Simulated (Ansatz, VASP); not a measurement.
Two plane-wave programs on Ca2CuS2O2

Contents of INCAR:

```
SYSTEM = Ca2CuS2O2
PREC = Accurate
ENCUT = 520
EDIFF = 1E-7
ISMEAR = -1
SIGMA = 0.05
LREAL = .False.
LASPH = .True.
NELM = 60
ALGO = Normal
ISIF = 2
LWAVE = .False.
LCHARG = .False.
GGA = PE
NBANDS = 36
```

File KPOINTS:

```
Automatic mesh
0
Gamma
  7 7 4
  0 0 0
```

POSCAR

```
Ca2CuS2O2
1.0
    3.8880792091      0.0000000000      0.0000000000
    0.0000000000      3.8880792091      0.0000000000
    0.0000000000      0.0000000000      7.7967700247
Cu Ca S O
1 2 2 2
Direct
    0.0000000000      0.0000000000      0.5000000000
    0.5000000000      0.5000000000      0.2918880000
    0.5000000000      0.5000000000      0.7081120000
    0.0000000000      0.0000000000      0.1383120000
    0.0000000000      0.0000000000      0.8616880000
    0.5000000000      0.0000000000      0.5000000000
    0.0000000000      0.5000000000      0.5000000000
```

The input input.yaml:

```yaml
crystal:
  lattice:
    - [3.8880792091, 0.0, 0.0]
    - [0.0, 3.8880792091, 0.0]
    - [0.0, 0.0, 7.7967700247]
  atoms:
    - { symbol: Cu, position: [0.0, 0.0, 0.5] }
    - { symbol: Ca, position: [0.5, 0.5, 0.291888] }
    - { symbol: Ca, position: [0.5, 0.5, 0.708112] }
    - { symbol: S, position: [0.0, 0.0, 0.138312] }
    - { symbol: S, position: [0.0, 0.0, 0.861688] }
    - { symbol: O, position: [0.5, 0.0, 0.5] }
    - { symbol: O, position: [0.0, 0.5, 0.5] }
hamiltonian:
  xc: pbe
  pseudopotentials: { kind: paw }
kpoints:
  mp_grid: { grid: [7, 7, 4] }
scf:
  occupations: { method: fermi_dirac, width: 0.05 }
output:
  forces: true
  stress: true
  eigenvalues: true
  write_density: true
  write_potential: true
  elf: true
  volumetric_format: npy
```

Change from the starting cell: volume scaled by 1.02.

Alike in both runs: task single point; functional PBE; k mesh 7 × 7 × 4; occupations fermi-dirac, width 0.05 eV; no spin polarisation.

|  | VASP | Ansatz |
| --- | --- | --- |
| version | VASP 6.6.1 | Ansatz 0.2.0 |
| potentials or method | VASP PAW PBE potentials, release 64 (Cu, Ca_sv, S, O) | Ansatz PAW |
| plane-wave cutoff (eV) | 520 | 420 |
| valence electrons in the cell | 55 | 63 |

```tsv
	VASP	Ansatz	Ansatz less VASP
gap on the k mesh at the Fermi level (eV)	none	none	-
pressure (GPa)	-1.4	-1.6	-0.21
largest component of the traceless stress (GPa)	0.28	0.10	-0.184
rms of the force components (eV/Å)	0.083	0.077	-0.0063
```

Atom by atom the forces differ by 0.032 eV/Å (rms over components). A gap of «none» marks a metal or a gap that the smearing closes. The two sets of potentials don't hold the same shells in valence.

Caveats: an odd number of electrons without spin polarisation forces a metal; a magnetic or distorted state may lie lower; the run has no spin polarisation, though such a crystal can be magnetic; semilocal functionals often make such compounds metallic where correlation or magnetic order opens a gap, which also shifts bond lengths.
